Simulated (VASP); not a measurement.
Method: MS2 meta-GGA, VASP's PBE PAW potentials (set 64) (plane waves; VASP 6.6.1).

A VASP calculation is set up with these files.

### KPOINTS
```
Automatic mesh
0
G
  13 13 13
0 0 0
```

POSCAR:
```
CuZn
2.9293930
  0.9999998432   0.0000000000   0.0000000000
  0.0000000000   0.9999998432   0.0000000000
  0.0000000000   0.0000000000   0.9999998432
Zn Cu
1 1
Cart
  0.4999999216   0.4999999216   0.4999999216
  0.0000000000   0.0000000000   0.0000000000
```

### INCAR
```
NELM = 100   # most electronic steps
ENCUT = 520   # plane-wave cut-off (eV)
LCHARG = F
SIGMA = 0.1   # width (eV)
ISMEAR = 1
LMIXTAU = T
PREC = Accurate
METAGGA = MS2
EDIFF = 1E-7   # SCF stop (eV)
LMAXMIX = 4   # l cut-off of mixed one-centre charges
SYSTEM = CuZn
LREAL = F   # projection in real space or not
ALGO = Normal   # blocked Davidson
LASPH = T
ISIF = 2
LWAVE = F
```

POTCAR, in this order: Zn Cu (PBE.64 set). Program: vasp_std.

The resulting files:

**OSZICAR**
```
       N       E                     dE             d eps       ncg     rms          rms(c)
DAV:   1     0.936186405919E+02    0.93619E+02   -0.10800E+04  2608   0.235E+03
DAV:   2    -0.205793549366E+02   -0.11420E+03   -0.11135E+03  2527   0.319E+02
DAV:   3    -0.233742029913E+02   -0.27948E+01   -0.27868E+01  3111   0.695E+01
DAV:   4    -0.233923276861E+02   -0.18125E-01   -0.18121E-01  2934   0.486E+00
DAV:   5    -0.233925071315E+02   -0.17945E-03   -0.17944E-03  3362   0.520E-01    0.160E+01
DAV:   6    -0.139091756354E+02    0.94833E+01   -0.95974E+01  2864   0.247E+02    0.135E+01
DAV:   7    -0.869282680579E+01    0.52163E+01   -0.15444E+01  3217   0.165E+02    0.395E+00
DAV:   8    -0.853027295849E+01    0.16255E+00   -0.20477E+00  2894   0.291E+01    0.158E+00
DAV:   9    -0.854032015792E+01   -0.10047E-01   -0.32910E-01  2702   0.132E+01    0.103E+00
DAV:  10    -0.852166047295E+01    0.18660E-01   -0.37882E-02  3115   0.465E+00    0.459E-01
DAV:  11    -0.851616654719E+01    0.54939E-02   -0.10586E-02  2691   0.259E+00    0.958E-02
DAV:  12    -0.851666119806E+01   -0.49465E-03   -0.54006E-03  3024   0.179E+00    0.106E-01
DAV:  13    -0.851644851260E+01    0.21269E-03   -0.93057E-04  2786   0.847E-01    0.108E-02
DAV:  14    -0.851646608236E+01   -0.17570E-04   -0.21939E-05  3207   0.854E-02    0.124E-02
DAV:  15    -0.851646282791E+01    0.32544E-05   -0.43925E-06  3617   0.570E-02    0.716E-03
DAV:  16    -0.851647437395E+01   -0.11546E-04   -0.55330E-06  2730   0.667E-02    0.162E-03
DAV:  17    -0.851647578381E+01   -0.14099E-05   -0.27517E-07  2110   0.163E-02    0.928E-04
DAV:  18    -0.851647583099E+01   -0.47177E-07   -0.63564E-08  1484   0.551E-03
   1 F= -.85164758E+01 E0= -.85161193E+01  d E =-.106973E-02
```

File OUTCAR:
```
------------------------ aborting loop because EDIFF is reached ----------------------------------------
  FORCE on cell =-STRESS in cart. coord.  units (eV):
  Direction    XX          YY          ZZ          XY          YZ          ZX
  --------------------------------------------------------------------------------------
  Total       -0.6566775     -0.6566775     -0.6566775      0.0000000      0.0000000     -0.0000000
  in kB      -41.8533292    -41.8533292    -41.8533292      0.0000000      0.0000000     -0.0000000
  external PRESSURE =     -41.8533292 kB  Pullay stress =       0.0000000 kB
  volume of cell :       25.14
      direct lattice vectors                 reciprocal lattice vectors
     2.929392541  0.000000000  0.000000000     0.341367702  0.000000000  0.000000000
     0.000000000  2.929392541  0.000000000     0.000000000  0.341367702  0.000000000
     0.000000000  0.000000000  2.929392541     0.000000000  0.000000000  0.341367702
 POSITION                                       TOTAL-FORCE (eV/Angst)
 -----------------------------------------------------------------------------------
      1.46470      1.46470      1.46470         0.000000      0.000000      0.000000
      0.00000      0.00000      0.00000         0.000000      0.000000      0.000000
 -----------------------------------------------------------------------------------
    total drift:                                0.000000      0.000000     -0.000000
  FREE ENERGIE OF THE ION-ELECTRON SYSTEM (eV)
  ---------------------------------------------------
  free  energy   TOTEN  =        -8.5164758310 eV

  energy  without entropy=       -8.5154061033  energy(sigma->0) =       -8.51611926
```
(Selected blocks of OUTCAR.)

The compound is CuZn in the CsCl type structure. This cell is one point of a volume scan, at 1.03 of the reference volume. The electron count is odd and the run is not spin-polarised, which forces a metal.
